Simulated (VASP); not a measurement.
Given:

```xyz
2
Lattice="0.0000 2.1830 2.1830 2.1830 0.0000 2.1830 2.1830 2.1830 0.0000" Properties=species:S:1:pos:R:3 pbc="T T T"
Si     0.0000     0.0000     0.0000
C      1.0915     1.0915     1.0915
```

Level of theory: PBE GGA with D3 dispersion (zero damping), VASP's PBE PAW potentials (set 64) (plane waves; VASP). Numerical set-up: 520 eV cut-off, 12×12×12 Γ-centred mesh, tetrahedra with Blöchl corrections, potentials Si C.

Q: Tabulate the total density of states (states/eV per cell) against energy (eV; zero at the valence-band maximum or, without a gap, the Fermi level).

A: 
```
E (eV) | DOS (states/eV)
    -9.96 |  0.00
    -9.72 |  0.00
    -9.60 |  0.00
    -9.36 |  0.00
    -9.24 |  0.00
    -9.00 |  0.00
    -8.88 |  0.00
    -8.64 |  0.00
    -8.52 |  0.00
    -8.28 | ## 0.10
    -8.04 | #### 0.21
    -7.92 | ##### 0.25
    -7.68 | ######## 0.39
    -7.56 | ########## 0.52
    -7.32 | ################## 0.92
    -7.20 | ############################## 1.55
    -6.96 | ################### 0.99
    -6.84 | ############## 0.74
    -6.60 | ########## 0.50
    -6.36 | ######## 0.44
    -6.24 | ######## 0.41
    -6.00 | ###### 0.32
    -5.88 | ###### 0.31
    -5.64 | ###### 0.29
    -5.52 | ###### 0.30
    -5.28 | ########## 0.53
    -5.16 | ############## 0.71
    -4.92 | ############## 0.70
    -4.68 | ############## 0.72
    -4.56 | ############## 0.73
    -4.32 | ############# 0.69
    -4.20 | ############## 0.70
    -3.96 | ############## 0.74
    -3.84 | ############### 0.77
    -3.60 | ################# 0.88
    -3.48 | ################## 0.91
    -3.24 | #################### 1.05
    -3.00 | ###################### 1.13
    -2.88 | ###################### 1.12
    -2.64 | ###################### 1.12
    -2.52 | ##################### 1.10
    -2.28 | ##################### 1.06
    -2.16 | ##################### 1.09
    -1.92 | ##################### 1.09
    -1.68 | #################### 1.04
    -1.56 | ##################### 1.08
    -1.32 | ##################### 1.07
    -1.20 | #################### 1.06
    -0.96 | ############## 0.75
    -0.84 | ############ 0.64
    -0.60 | ########## 0.52
    -0.48 | ######### 0.45
    -0.24 | ###### 0.29
     0.00 |  0.01
     0.12 |  0.00
     0.36 |  0.00
     0.48 |  0.00
     0.72 |  0.00
     0.84 |  0.00
     1.08 |  0.00
     1.20 |  0.00
     1.44 |  0.00
     1.68 | # 0.03
     1.80 | # 0.05
     2.04 | ## 0.08
     2.16 | ## 0.10
     2.40 | ### 0.13
     2.52 | ### 0.14
     2.76 | ### 0.17
     2.88 | #### 0.19
     3.12 | #### 0.23
     3.36 | ##### 0.27
     3.48 | ###### 0.29
     3.72 | ###### 0.33
     3.84 | ####### 0.35
     4.08 | ######## 0.40
     4.20 | ######## 0.43
     4.44 | ########## 0.52
     4.56 | ########### 0.58
     4.80 | ############### 0.80
```
Within 2 eV below the valence-band maximum the largest weight inside VASP's projection spheres is C p, then Si p.

The compound is SiC in the zinc blende structure. It was relaxed first.
